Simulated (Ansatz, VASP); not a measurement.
# Cross-check of WC (Qusongite) between VASP and Ansatz, part 2 of 2

Aim: how closely do two programs agree when they are given the same cell, functional and k mesh? The cell is taken from a series of runs on this material, whose earlier steps may have relaxed, scaled, displaced or heated it; both programs get it as it stands.

VASP 6.6.1 and Ansatz 0.2.0.

So far: The starting structure; VASP: zone-centre phonons, LDA.

**3. Ansatz: zone-centre phonons, LDA**

Level of this step: Ansatz beside VASP: Kohn-Sham DFT, plane waves, LDA (Ansatz).

Ansatz runs on its PAW soft_1 files.

The same cell, functional (in two slightly different forms), mesh and smearing now go to Ansatz, which takes its cutoff from its data sets.

input.yaml

```yaml
crystal:
  lattice:
    - [2.8416053523, 0.0, 0.0]
    - [-1.4208026762, 2.4609024226, 0.0]
    - [0.0, 0.0, 2.7813579076]
  atoms:
    - { symbol: C, position: [0.6666666667, 0.3333333333, 0.5] }
    - { symbol: W, position: [0.0, 0.0, 0.0] }
kpoints:
  mp_grid: { grid: [18, 18, 16] }
hamiltonian:
  xc: lda
  pseudopotentials: { kind: paw, azcp: { folder: soft_1 }, xc_functional: pbe }
scf:
  occupations: { method: methfessel_paxton, width: 0.2 }
output:
  eigenvalues: true
phonons:
  method: dfpt
```

Command:

```
ansatz run input.yaml --threads 4 --pin off --max-ram 10240MiB --backend cpu --events-out ev --progress --plain --runs-dir out
```

Numbers of over 12 decimals in the logs are rounded to 6 here.

The log of the run:

```text
zone centre: on kpoints.mp_grid the ground state, and the responses unless they are solved on pairs of k-points, stand on 819 of the mesh's 5184 k-points, reduced under 4 symmetry operations, with k and −k counted as one. Each operation leaves every solved displacement unchanged or reverses it
Engine: ansatz 0.2.0, x86_64-unknown-linux-gnu
Pseudopotentials: kind: paw
Pseudopotential: C, paw, valence charge 4, recommended cutoff 420 eV (normal), soft_1/C.paw.azcp
Pseudopotential: W, paw, valence charge 14, recommended cutoff 420 eV (normal), soft_1/W.paw.azcp
Functional definition: SPW92
  exchange = slater_x
  correlation = pw_c
Crystal: 2 atoms, lattice volume = 19.450 Å³
Basis set: ecut = 420 eV, 405 PW (Γ), exchange–correlation on 40×40×40 points (8 copies of the dense FFT grid, shifted against one another)
Bands: 13, of which v1, the nominal top of the filled ones, is band 9 counted from 1 (8 counted from 0)
Symmetry: 12 space group operations
k-points: 819 of 5184 (irreducible under 4 space group operations, time reversal used)
Non-local potential: C, projectors of the file, l = 0: 2, l = 1: 2, l = 2: 1
Non-local potential: W, projectors of the file, l = 0: 3, l = 1: 2, l = 2: 2, l = 3: 1
PAW form: soft (Blöchl's): semilocal exchange-correlation on the pseudo side does not see the compensation charge
PAW frozen core: C, regenerated for the run's functional, and the local potential with it (the file was generated under x = pbe(κ = 0.804, μ = 0.219515), c = pbe(β = 0.066725))
PAW frozen core: W, regenerated for the run's functional, and the local potential with it (the file was generated under x = pbe(κ = 0.804, μ = 0.219515), c = pbe(β = 0.066725))
PAW one-centre angular grid: C, 110 points (default); XC on 64 Gauss nodes
PAW one-centre angular grid: W, 590 points (default); XC on 64 Gauss nodes
Initial density: superposition of atomic densities (chi_scale 0.1, normalization cell, long waves kept (reshape's long-wave potential 0.00 eV rms))
Initial wavefunctions: pseudopotential atomic-orbital guess
Functional: x = slater, c = lda
SCF iter   1: F=—  HF=-10375.405756 eV  |F-HF|=—  |Δ(HF+E_count)|=         —  Δρ=1.39e-1  dr2=4.83e0  ethr=3.10e-3  ⟨swp⟩=5.0  Hψ=52820  notcnv=0
preconditioner: auto → none  [metal: Δε(μ)=0.050 eV  Ē_g=11.329 eV  σ=0.200 eV  W_gap=0.21  n_scr=8 (ndim 8)  ℏωp=26.6 eV  f_vac=0.000  D(μ)=0.20/eV (n_scr^D=0)  sad-step TF]
SCF iter   2: F=—  HF=-10374.775238 eV  |F-HF|=—  |Δ(HF+E_count)|=   6.31e-1  S|Δr|=    0.00e0  Δρ=9.70e-2  dr2=2.42e0  ethr=3.10e-3  ⟨swp⟩=2.0  Hψ=20287  notcnv=0
SCF iter   3: F=—  HF=-10374.133297 eV  |F-HF|=—  |Δ(HF+E_count)|=   6.42e-1  S|Δr|=    0.00e0  Δρ=6.31e-3  dr2=5.04e-3  ethr=3.10e-3  ⟨swp⟩=2.4  Hψ=18526  notcnv=0
SCF iter   4: F=—  HF=-10374.134124 eV  |F-HF|=—  |Δ(HF+E_count)|=   8.27e-4  S|Δr|=    0.00e0  Δρ=1.12e-3  dr2=1.07e-4  ethr=2.80e-5  ⟨swp⟩=2.0  Hψ=23189  notcnv=0
SCF iter   5: F=—  HF=-10374.134162 eV  |F-HF|=—  |Δ(HF+E_count)|=   3.80e-5  S|Δr|=    0.00e0  Δρ=1.37e-4  dr2=2.61e-6  ethr=5.95e-7  ⟨swp⟩=2.1  Hψ=14511  notcnv=0
SCF iter   6: F=—  HF=-10374.134160 eV  |F-HF|=—  |Δ(HF+E_count)|=   1.85e-6  S|Δr|=    0.00e0  Δρ=1.95e-5  dr2=4.09e-8  ethr=1.45e-8  ⟨swp⟩=2.7  Hψ=17107  notcnv=0
SCF iter   7: F=—  HF=-10374.134160 eV  |F-HF|=—  |Δ(HF+E_count)|=   2.26e-7  S|Δr|=    0.00e0  Δρ=4.05e-6  dr2=1.18e-9  ethr=2.27e-10  ⟨swp⟩=2.1  Hψ=15312  notcnv=0
SCF iter   8: F=—  HF=-10374.134160 eV  |F-HF|=—  |Δ(HF+E_count)|=  1.64e-10  S|Δr|=    0.00e0  Δρ=4.53e-7  dr2=1.08e-11  ethr=6.56e-12  ⟨swp⟩=2.7  Hψ=16634  notcnv=0
SCF iter   9: F=-10374.134160 eV  HF=-10374.134160 eV  |F-HF|=3.64e-12  |Δ(HF+E_count)|=  5.46e-12  S|Δr|=    0.00e0  Δρ=3.52e-8  dr2=6.48e-14  ethr=1.00e-12  ⟨swp⟩=5.0  Hψ=39796  notcnv=0
the search or the solves at the SCF's close seem to have found levels that the self-consistency loop had missed (the run counts 1). By its estimate they hold under 1e-12 electrons; where the run keeps them, the occupations were computed again with them
SCF 1 converged in 9 iterations: F = -10374.134160 eV  dr2 = 6.48e-14
  greatest PAW one-centre occupation: 0.999 electrons in one spin orbital (limit 2), on the W atom at site 1 (counted from 0), in its partial waves of l = 0
DFPT response loops at Γ: preconditioner auto → Kerker (q_TF=auto, 2.693 Å⁻¹) (partly filled bands, converged f_vac=0.000); β = 1.00, the filter's whole step (`scf.mixing.beta` (0.50) is not read by the response loops under this deck's `scf.mixing.preconditioner`; to damp them name `kerker` or `kerker_dos`, under which they read `scf.mixing.beta`, and type it under 1.00, their step now; both keys bind the ground state too); Broyden in place of MSR1
SCF converged after 9 iterations
Stability not checked: this state was not tested for a lower state beside it, because cold or Methfessel-Paxton smearing, or corrected tetrahedra, fill the levels in a way that the test cannot read (fill_not_monotonic; see scf.lower_state_search)
Free energy (F): -10374.134160 eV
Harris-Foulkes:  -10374.134160 eV  (|F-HF|=3.64e-12)
Internal energy: -10374.134101 eV  (E = F + TS)
E sigma→0 (E₀):  -10374.134145 eV
Entropy (-TS):   -0.000058 eV (-0.029 meV/atom)
Fermi energy:    21.688078 eV
--- Per-component energies (eV) ---
  E_band       = -39.891771
  E_kinetic    = 516.052484
  E_local      = -561.780862  (includes V_loc(G=0)·N_el)
  E_nonlocal   = 4.252517
  E_hartree    = 235.575330
  E_xc         = -315.777693
  E_vxc        = -293.366150  (∫ρ·V_xc dr)
  E_paw        = -8417.219721  (= ΣΔE_a)
  E_vpaw       = -176.200569  (= ΣTr[D̂ρ^β])
  E_aug_tail   = 0.000152  (compensation charges beyond the density's cutoff)
  E_ewald      = -1835.582389
  E_core_change = 0.346082  (= ΣΔE_core)
  E_smearing   = -0.000058  (= −TS)
  E_closure    = 0.000000  (closes the sum)
  Σ components = -10374.134160   (vs F -10374.134160, Δ=0.00e0)
--- Band table (eV; the first three rows and the last of 819) ---
  k-point 0: bands = [... 5 lower, 16.9687, 18.0704, 18.0704, 21.7698, 25.1611, 25.1611, 27.6148, 27.6148]
  k-point 1: bands = [... 5 lower, 16.9386, 18.1168, 18.1168, 21.7523, 24.7700, 24.7700, 27.8594, 27.8594]
  k-point 2: bands = [... 5 lower, 16.7969, 18.2530, 18.2530, 21.7849, 23.9607, 23.9607, 28.1978, 28.1978]
  k-point 818: bands = [... 5 lower, 14.8502, 15.6670, 19.7089, 20.3479, 27.1456, 27.5949, 28.3245, 31.8891]
--- Phonons (Γ-DFPT): 4 representative perturbations + reference, on 819 of 5184 k-points (Σ response iterations 12) ---
  k mesh reduced under 4 symmetry operations, with k and −k counted as one. Each operation leaves every solved displacement unchanged or reverses it
  ASR residual: 2.405e-5 → 0.000e0 eV/Å²; symmetrization residual: 1.261e-6 eV/Å²
  ASR residual per site (eV/Å²): 2.64e-6 2.40e-5
  Γ frequencies (cm⁻¹): 0.00 0.00 0.00 655.81 668.96 668.96
  non-analytic LO–TO correction: not included (Born effective charges unavailable; polar crystals: no LO–TO splitting at Γ)
```

In the SCF lines HF is the Harris–Foulkes energy and dr2 the Hartree energy of the density residual, in eV; the loop may stop once dr2 is under the threshold and the program's other checks hold. Hψ counts applications of the Hamiltonian.

**4. Comparison**

Known differences besides the potentials themselves: the two LDA forms differ slightly; the data sets hold 18 valence electrons in Ansatz (on its PAW soft_1 files) and 10 in VASP; the cutoff is 420 eV in Ansatz and 600 eV in VASP; VASP's log shows a relativistic correction to its local exchange, Ansatz's none. Total energies have different zeros and are not compared.

The two programs side by side:

```tsv
quantity	Ansatz	VASP	difference
optical mode 1 (cm⁻¹)	655.8	666.1	-1.54 %
optical mode 2 to 3 (cm⁻¹)	669.0	677.9	-1.31 %
```

Modes are paired by rising frequency, not by their patterns, so a pair may set unlike modes beside each other; they are those without the splitting of longitudinal modes.

**5. What came out**

```yaml
r_m_s_difference_of_the_optical_zone_centre_modes_each_program_s_sorted_by_frequency_zone_centre_phonons_lda: 9.4 cm⁻¹
difference_in_optical_mode_1_zone_centre_phonons_lda: -1.5 %
```

**Reading.** The r.m.s. difference of the optical zone-centre modes, each program's sorted by frequency is 9.4 cm⁻¹ (zone-centre phonons, LDA). The data sets hold unlike numbers of valence electrons (18 in Ansatz and 10 in VASP), so part of the differences comes from the potentials. Among the rows given in per cent, the largest difference of the zone-centre phonons, LDA pair is in optical mode 1, -1.5 %. How closely two codes agree says nothing of how well the functional describes the real material.

[Lines on the potential files, build, host, timing and source positions are cut from VASP's logs without a mark.]

[Logs are printed without paths, hosts, clocks, repeated set-up lines and the standing remarks that a program may print on its own settings, such as how far it seeks lower states.]

[Hosts, paths, dates, database ids (printed as entryN), source tags and the programs' standing remarks are cut or masked in the printed files.]
